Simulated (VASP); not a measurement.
Input for VASP

### INCAR
```
# general
SYSTEM  = InSb
PREC    = Accurate
ENCUT   = 500
LREAL   = .False.
LASPH   = .True.

# electronic loop
EDIFF   = 1E-6
NELM    = 100
ALGO    = Normal
LMAXMIX = 4

# smearing
ISMEAR  = 0
SIGMA   = 0.05

# functional
GGA     = PS

# ions
IBRION  = 2
NSW     = 40
ISIF    = 3
EDIFFG  = -0.02
PSTRESS = 100

# output
LWAVE   = .False.
LCHARG  = .False.
```

**POSCAR**
```
InSb
1.0
  0.0000000000   3.0923430531   3.0923430531
  3.0923430531   0.0000000000   3.0923430531
  3.0923430531   3.0923430531   0.0000000000
In Sb
1 1
direct
  0.0000000000   0.0000000000   0.0000000000
  0.2500000000   0.2500000000   0.2500000000
```

**KPOINTS**
```
Automatic mesh
0
Gamma
7 7 7
0 0 0
```

POTCAR, in this order: In_d Sb (PBE.64 set). Program: vasp_std.

**Question.** Write an equivalent input for Ansatz.

**Answer.** One equivalent input (not run):
Ansatz 0.2 input:
```yaml
crystal:
  lattice:
    - [0.0000000, 3.0923431, 3.0923431]
    - [3.0923431, 0.0000000, 3.0923431]
    - [3.0923431, 3.0923431, 0.0000000]
  atoms:
    - { symbol: In, position: [0.0000000, 0.0000000, 0.0000000] }
    - { symbol: Sb, position: [0.2500000, 0.2500000, 0.2500000] }
kpoints:
  mp_grid: { grid: [7, 7, 7] }
hamiltonian:
  xc: pbesol
  pseudopotentials: { kind: paw }
scf:
  occupations: { method: gaussian, width: 0.05 }
  max_iter: 100
relax:
  max_steps: 40
  f_tol: 0.02
  cell: { p_target: 10 }
output: { forces: true, stress: true, eigenvalues: true }
```
Limits of the translation: each code has its own PAW files, so the cut-off isn't converted (ENCUT is set for VASP's; basis.ecutwfc is left out, and Ansatz then takes the one that its files recommend); Ansatz stops its SCF on the density residual and VASP on the energy change (EDIFF).

The compound is InSb in the zinc blende structure. It was relaxed first under an external pressure of 10 GPa.
